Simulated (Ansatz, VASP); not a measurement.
# TiSnS3: VASP beside Ansatz

One calculation is typed for both programs; each brings its own data sets. How far apart do they land? The cell is generated by rule, not measured, and may not be a known phase. The cell is taken from a series of runs on this material, whose earlier steps may have relaxed, scaled, displaced or heated it; both programs get it as it stands.

Program: Ansatz 0.2.0. Level of theory: plane waves, with VASP 6.6.1 beside it; zone-centre phonons at PBEsol. Results are calculated unless marked as measured.

The structure was built from a prototype and need not be the compound's stable phase.

**1. The structure**

It takes space group Pm-3m (No. 221, cubic). Conventional cell: a = 4.681 Å, b = 4.681 Å, c = 4.681 Å, α = 90.00°, β = 90.00°, γ = 90.00°. Nearest to Sn lie 12 S at 3.31 Å. Ti has 6 S at 2.34 Å nearest. S has 2 Ti at 2.34 Å nearest. Farther neighbours and most contacts between anions are not listed.

Coordinates:

```
Sn Ti S
1.0
     4.68136    0.00000    0.00000
     0.00000    4.68136    0.00000
     0.00000    0.00000    4.68136
Sn Ti S
1 1 3
Direct
  0.00000 0.00000 0.00000
  0.50000 0.50000 0.50000
  0.50000 0.50000 0.00000
  0.50000 0.00000 0.50000
  0.00000 0.50000 0.50000
```

**2. VASP: zone-centre phonons, PBEsol**

Second derivatives magnify differences that forces hide, and they need a tight electronic threshold.

Lines of VASP's logs that name or quote its potential files are left out, and so is its time.

Contents of INCAR:

```
SYSTEM = TiSnS3
PREC = Accurate
ENCUT = 500
EDIFF = 1E-08
NELM = 120
ISMEAR = 0
SIGMA = 0.27211
LREAL = .FALSE.
ALGO = Normal
GGA = PS
NBANDS = 28
LASPH = .TRUE.
LORBIT = 11
LWAVE = .FALSE.
LCHARG = .FALSE.
ISIF = 2
IBRION = 8
GGA_COMPAT = .FALSE.
KPAR = 2
```

Contents of POSCAR:

```
TiSnS3
1.0
    4.6813636365      0.0000000000      0.0000000000
    0.0000000000      4.6813636365      0.0000000000
    0.0000000000      0.0000000000      4.6813636365
Sn Ti S
1 1 3
Direct
    0.0000000000      0.0000000000      0.0000000000
    0.5000000000      0.5000000000      0.5000000000
    0.5000000000      0.5000000000      0.0000000000
    0.5000000000      0.0000000000      0.5000000000
    0.0000000000      0.5000000000      0.5000000000
```

Contents of KPOINTS:

```
Automatic mesh
0
Gamma
6 6 6
0 0 0
```

The projector-augmented-wave data sets are Sn_d, Ti_sv and S (PBE family, release 64).

On the command line:

```sh
> mpirun -np 2 vasp_std
```

Numbers of over 12 decimals in the logs are rounded to 6 here.

Log:

```text
[banner, memory and clock lines left out]
running    2 mpi-ranks, on    1 nodes
 distrk:  each k-point on    1 cores,    2 groups
 distr:  one band on    1 cores,    1 groups

 POSCAR found type information on POSCAR SnTiS
 POSCAR found :  3 types and       5 ions
|                                                                             |
|               ----> ADVICE to this user running VASP <----                  |
|                                                                             |
|     You enforced a specific xc type in the INCAR file but a different       |
|     [... a line on the potential file left out ...]
|     I HOPE YOU KNOW WHAT YOU ARE DOING!                                     |
|                                                                             |

 LDA part: xc-table for (Slater+PW92), standard interpolation
 POSCAR, INCAR and KPOINTS ok, starting setup
 FFT: planning ... GRIDC
 FFT: planning ... GRID_SOFT
 FFT: planning ... GRID
 WAVECAR not read
 entering main loop
       N       E                     dE             d eps       ncg     rms          rms(c)
DAV:   1     0.468226956770E+03    0.46823E+03   -0.20606E+04  1136   0.180E+03
DAV:   2     0.422851882292E+02   -0.42594E+03   -0.41566E+03  1120   0.511E+02
DAV:   3    -0.282922808671E+02   -0.70577E+02   -0.67391E+02  1824   0.168E+02
DAV:   4    -0.335117537618E+02   -0.52195E+01   -0.51937E+01  1556   0.405E+01
DAV:   5    -0.337636565724E+02   -0.25190E+00   -0.25169E+00  1720   0.740E+00    0.160E+01
DAV:   6    -0.304546540454E+02    0.33090E+01   -0.28301E+01  1472   0.366E+01    0.116E+01
DAV:   7    -0.297878556581E+02    0.66680E+00   -0.18713E+01  1428   0.282E+01    0.755E+00
DAV:   8    -0.292830051369E+02    0.50485E+00   -0.18065E+00  1300   0.103E+01    0.207E+00
DAV:   9    -0.292995261279E+02   -0.16521E-01   -0.24608E-01  1616   0.264E+00    0.102E+00
DAV:  10    -0.292923522556E+02    0.71739E-02   -0.31360E-02  1480   0.126E+00    0.441E-01
DAV:  11    -0.292942525398E+02   -0.19003E-02   -0.43363E-03  1304   0.502E-01    0.322E-01
DAV:  12    -0.292928903347E+02    0.13622E-02   -0.48971E-03  1420   0.472E-01    0.498E-02
DAV:  13    -0.292929340875E+02   -0.43753E-04   -0.16879E-04  1348   0.982E-02    0.464E-02
DAV:  14    -0.292929104080E+02    0.23679E-04   -0.16516E-04  1504   0.853E-02    0.137E-02
DAV:  15    -0.292929090342E+02    0.13738E-05   -0.77223E-06  1488   0.202E-02    0.586E-03
DAV:  16    -0.292929089101E+02    0.12414E-06   -0.47838E-07  1624   0.453E-03    0.360E-03
DAV:  17    -0.292929087590E+02    0.15109E-06   -0.48993E-07  1488   0.445E-03    0.103E-03
DAV:  18    -0.292929087640E+02   -0.50613E-08   -0.54277E-08  1396   0.110E-03
   1 F= -.29292909E+02 E0= -.29275615E+02  d E =-.345869E-01
 Linear response reoptimize wavefunctions to high precision
DAV:   1    -0.292929087622E+02    0.18163E-08   -0.18930E-09   892   0.356E-04
DAV:   2    -0.292929087623E+02   -0.89130E-10   -0.29023E-10   736   0.137E-04
 Linear response DOF=           4
 Linear response progress:
  Degree of freedom:   1/  4
       N       E                     dE             d eps       ncg     rms          rms(c)
RMM:   1    -0.218745178893E+00   -0.21875E+00    0.18177E-01  2744   0.801E+00
RMM:   2    -0.222540619018E+00   -0.37954E-02   -0.16520E-02  4086   0.589E-01    0.574E-02
RMM:   3    -0.222261916503E+00    0.27870E-03   -0.11875E-03  4365   0.153E-01    0.336E-02
RMM:   4    -0.221936819187E+00    0.32510E-03   -0.14537E-04  4718   0.540E-02    0.131E-02
RMM:   5    -0.221841415382E+00    0.95404E-04   -0.27783E-05  5006   0.218E-02    0.574E-03
RMM:   6    -0.221832665648E+00    0.87497E-05   -0.71096E-06  5045   0.103E-02    0.184E-03
RMM:   7    -0.221838663539E+00   -0.59979E-05   -0.42240E-06  5053   0.572E-03    0.115E-03
RMM:   8    -0.221849136299E+00   -0.10473E-04   -0.18465E-06  5227   0.318E-03    0.267E-04
RMM:   9    -0.221849205369E+00   -0.69070E-07   -0.12385E-06  5369   0.197E-03    0.805E-05
RMM:  10    -0.221848810206E+00    0.39516E-06   -0.91412E-07  5474   0.126E-03    0.396E-05
RMM:  11    -0.221849056969E+00   -0.24676E-06   -0.93308E-07  5518   0.872E-04    0.353E-05
RMM:  12    -0.221850127076E+00   -0.10701E-05   -0.60849E-07  5112   0.659E-04    0.290E-05
RMM:  13    -0.221849655808E+00    0.47127E-06   -0.57485E-07  5225   0.496E-04    0.719E-06
RMM:  14    -0.221849657068E+00   -0.12602E-08   -0.53209E-07  5649   0.388E-04    0.797E-06
[...]
RMM:  21    -0.221849974746E+00   -0.46718E-07   -0.21871E-07  5073   0.170E-04    0.887E-06
RMM:  22    -0.221849957997E+00    0.16749E-07   -0.17336E-07  4791   0.160E-04    0.111E-05
RMM:  23    -0.221850024868E+00   -0.66870E-07   -0.18307E-07  5155   0.155E-04    0.901E-06
RMM:  24    -0.221850065588E+00   -0.40720E-07   -0.15836E-07  5186   0.148E-04    0.851E-06
RMM:  25    -0.221850136405E+00   -0.70817E-07   -0.15185E-07  5419   0.144E-04    0.596E-06
RMM:  26    -0.221850158069E+00   -0.21664E-07   -0.14211E-07  5024   0.138E-04    0.640E-06
RMM:  27    -0.221850159328E+00   -0.12582E-08   -0.12669E-07  4244   0.133E-04    0.662E-06
RMM:  28    -0.221850196379E+00   -0.37051E-07   -0.13029E-07  5231   0.132E-04    0.636E-06
 first order change of Fermi-energy   0.18245E-03
 force on displaced ion       1 direction 1 :   2.952   0.000  -0.000
 Linear response progress:
[...]
RMM:   4    -0.719989126376E+00   -0.72237E-04   -0.13820E-02  5086   0.327E-01    0.362E-02
RMM:   5    -0.720864823834E+00   -0.87570E-03   -0.21273E-03  5086   0.131E-01    0.276E-02
RMM:   6    -0.721571065463E+00   -0.70624E-03   -0.56246E-04  4768   0.704E-02    0.111E-02
RMM:   7    -0.721823831724E+00   -0.25277E-03   -0.19471E-04  4839   0.408E-02    0.308E-03
RMM:   8    -0.721788371942E+00    0.35460E-04   -0.10553E-04  5362   0.236E-02    0.264E-03
RMM:   9    -0.721871530209E+00   -0.83158E-04   -0.70872E-05  5125   0.151E-02    0.744E-04
RMM:  10    -0.721885905923E+00   -0.14376E-04   -0.60947E-05  5488   0.107E-02    0.467E-04
RMM:  11    -0.721895841579E+00   -0.99357E-05   -0.52690E-05  5431   0.835E-03    0.276E-04
RMM:  12    -0.721900581061E+00   -0.47395E-05   -0.45553E-05  5429   0.700E-03    0.214E-04
RMM:  13    -0.721903829900E+00   -0.32488E-05   -0.42840E-05  5250   0.614E-03    0.114E-04
RMM:  14    -0.721905819526E+00   -0.19896E-05   -0.37876E-05  5213   0.557E-03    0.772E-05
[...]
RMM:  18    -0.721906680255E+00   -0.75432E-06   -0.26101E-05  5525   0.410E-03    0.302E-04
RMM:  19    -0.721907032550E+00   -0.35229E-06   -0.24344E-05  5118   0.388E-03    0.413E-04
RMM:  20    -0.721907397246E+00   -0.36470E-06   -0.22325E-05  5432   0.368E-03    0.538E-04
RMM:  21    -0.721907804069E+00   -0.40682E-06   -0.20793E-05  4903   0.346E-03    0.550E-04
RMM:  22    -0.721908088784E+00   -0.28472E-06   -0.18644E-05  5085   0.327E-03    0.644E-04
RMM:  23    -0.721908416139E+00   -0.32735E-06   -0.17329E-05  5306   0.309E-03    0.699E-04
RMM:  24    -0.721908779840E+00   -0.36370E-06   -0.15989E-05  5241   0.294E-03    0.707E-04
RMM:  25    -0.721909121397E+00   -0.34156E-06   -0.14352E-05  5015   0.277E-03    0.761E-04
 first order change of Fermi-energy   0.10681E-02
 force on displaced ion       2 direction 1 :  -4.237  -0.000   0.000
 Linear response progress:
  Degree of freedom:   3/  4
       N       E                     dE             d eps       ncg     rms          rms(c)
RMM:   1    -0.121097160503E+00   -0.12110E+00   -0.81245E-02  7335   0.128E+00
RMM:   2    -0.110570279713E+00    0.10527E-01   -0.90291E-03  7013   0.379E-01    0.629E-02
RMM:   3    -0.110998550271E+00   -0.42827E-03   -0.10136E-03  7383   0.111E-01    0.241E-02
RMM:   4    -0.111309942717E+00   -0.31139E-03   -0.28081E-04  7551   0.488E-02    0.122E-02
RMM:   5    -0.111406127068E+00   -0.96184E-04   -0.79841E-05  7897   0.220E-02    0.976E-03
RMM:   6    -0.111409427073E+00   -0.33000E-05   -0.22591E-05  7947   0.101E-02    0.406E-03
RMM:   7    -0.111418355535E+00   -0.89285E-05    0.25865E-07  7926   0.529E-03    0.263E-03
RMM:   8    -0.111425234028E+00   -0.68785E-05    0.23916E-05  8052   0.290E-03    0.148E-03
RMM:   9    -0.111424751142E+00    0.48289E-06    0.30350E-05  8547   0.146E-03    0.411E-04
RMM:  10    -0.111426094526E+00   -0.13434E-05    0.24364E-05  8341   0.801E-04    0.171E-04
RMM:  11    -0.111425920995E+00    0.17353E-06    0.16984E-05  8804   0.469E-04    0.832E-05
RMM:  12    -0.111425906667E+00    0.14329E-07    0.88511E-06  8840   0.309E-04    0.184E-05
RMM:  13    -0.111425857232E+00    0.49434E-07    0.56182E-06  8853   0.215E-04    0.260E-05
RMM:  14    -0.111425871840E+00   -0.14608E-07    0.28158E-06  8842   0.169E-04    0.453E-06
RMM:  15    -0.111425922259E+00   -0.50419E-07    0.21153E-06  8638   0.141E-04    0.984E-06
RMM:  16    -0.111425910139E+00    0.12120E-07    0.11773E-06  8214   0.125E-04    0.228E-05
RMM:  17    -0.111425918273E+00   -0.81335E-08    0.76452E-07  8017   0.116E-04    0.175E-05
RMM:  18    -0.111425920298E+00   -0.20252E-08    0.49741E-07  7640   0.110E-04    0.162E-05
RMM:  19    -0.111425918034E+00    0.22635E-08    0.41749E-07  7140   0.107E-04    0.191E-05
RMM:  20    -0.111425928957E+00   -0.10923E-07    0.19376E-07  7590   0.106E-04    0.911E-06
RMM:  21    -0.111425931811E+00   -0.28537E-08    0.29764E-07  7037   0.104E-04    0.933E-06
RMM:  22    -0.111425936950E+00   -0.51392E-08    0.76169E-08  7057   0.104E-04    0.557E-06
 first order change of Fermi-energy  -0.22310E-03
 force on displaced ion       3 direction 1 :   0.251   0.000   0.000
 Linear response progress:
  Degree of freedom:   4/  4
       N       E                     dE             d eps       ncg     rms          rms(c)
RMM:   1    -0.130239689401E+00   -0.13024E+00   -0.93354E-02  4324   0.190E+00
RMM:   2    -0.117108150899E+00    0.13132E-01   -0.11810E-02  4377   0.496E-01    0.178E-01
RMM:   3    -0.118012242634E+00   -0.90409E-03   -0.40232E-03  4572   0.215E-01    0.791E-02
RMM:   4    -0.118842299583E+00   -0.83006E-03   -0.14425E-03  4530   0.124E-01    0.243E-02
RMM:   5    -0.118866655734E+00   -0.24356E-04   -0.37214E-04  5005   0.552E-02    0.141E-02
RMM:   6    -0.118933189166E+00   -0.66533E-04   -0.11077E-04  4910   0.272E-02    0.456E-03
RMM:   7    -0.118944432972E+00   -0.11244E-04   -0.53783E-05  4933   0.141E-02    0.320E-03
RMM:   8    -0.118956493195E+00   -0.12060E-04   -0.81020E-05  5054   0.778E-03    0.123E-03
RMM:   9    -0.118959950242E+00   -0.34570E-05   -0.64730E-05  5305   0.408E-03    0.445E-04
RMM:  10    -0.118960356585E+00   -0.40634E-06   -0.67625E-05  5269   0.205E-03    0.276E-04
RMM:  11    -0.118962663769E+00   -0.23072E-05   -0.35389E-05  4975   0.126E-03    0.200E-04
RMM:  12    -0.118962107689E+00    0.55608E-06   -0.23817E-05  5486   0.726E-04    0.166E-04
RMM:  13    -0.118962411132E+00   -0.30344E-06   -0.16266E-05  5199   0.460E-04    0.715E-05
RMM:  14    -0.118962418447E+00   -0.73149E-08   -0.95427E-06  5618   0.300E-04    0.366E-05
[...]
RMM:  27    -0.118962571298E+00   -0.15853E-07   -0.18843E-07  4828   0.928E-05    0.455E-06
RMM:  28    -0.118962579961E+00   -0.86633E-08   -0.13551E-07  4582   0.927E-05    0.111E-06
RMM:  29    -0.118962580878E+00   -0.91656E-09   -0.17090E-07  3869   0.914E-05    0.274E-06
RMM:  30    -0.118962581105E+00   -0.22679E-09   -0.12982E-07  3660   0.919E-05    0.565E-07
RMM:  31    -0.118962580621E+00    0.48352E-09   -0.23374E-07  3454   0.913E-05    0.235E-06
RMM:  32    -0.118962581914E+00   -0.12926E-08   -0.10887E-07  3581   0.919E-05    0.377E-07
RMM:  33    -0.118962581569E+00    0.34476E-09   -0.18072E-07  3576   0.912E-05    0.198E-06
RMM:  34    -0.118962582440E+00   -0.87104E-09   -0.82993E-08  3416   0.918E-05    0.336E-07
 first order change of Fermi-energy  -0.11522E-02
 force on displaced ion       3 direction 3 :   0.000  -0.000 -12.718
 Linear response finished
```

(Continued in part 2 of 2.)

[Lines on the potential files, build, host, timing and source positions are cut from VASP's logs without a mark.]

[Logs are printed without paths, hosts, clocks, repeated set-up lines and the standing remarks that a program may print on its own settings, such as how far it seeks lower states.]

[Hosts, paths, dates, database ids (printed as entryN), source tags and the programs' standing remarks are cut or masked in the printed files.]
